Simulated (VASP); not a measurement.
Data:

```
BaZrO3
1.0
    4.21810     0.00000     0.00000
    0.00000     4.21810     0.00000
    0.00000     0.00000     4.21810
Ba Zr O
1 1 3
Direct
  0.00000   0.00000   0.00000
  0.50000   0.50000   0.50000
  0.50000   0.00000   0.50000
  0.00000   0.50000   0.50000
  0.50000   0.50000   0.00000
```

All values below come from revTPSS meta-GGA, VASP's PBE PAW potentials (set 64) (plane waves; VASP). Run with 520 eV cut-off, 6×6×6 Γ-centred mesh, tetrahedra with Blöchl corrections, potentials Ba_sv Zr_sv O.

The cores are frozen, which limits the accuracy of field gradients.

Give the principal components of the electric field gradient (V/Å²) and the asymmetry η at each nucleus.

```
atom  Vxx  Vyy    Vzz     η
----  ---  ---  -----  ----
Ba1   0.0  0.0    0.0     -
Zr2   0.0  0.0    0.0     -
O3    9.4  9.4  -18.8  0.00
O4    9.4  9.4  -18.8  0.00
O5    9.4  9.4  -18.8  0.00
```

The compound is BaZrO3 in the cubic perovskite structure. It was relaxed first.
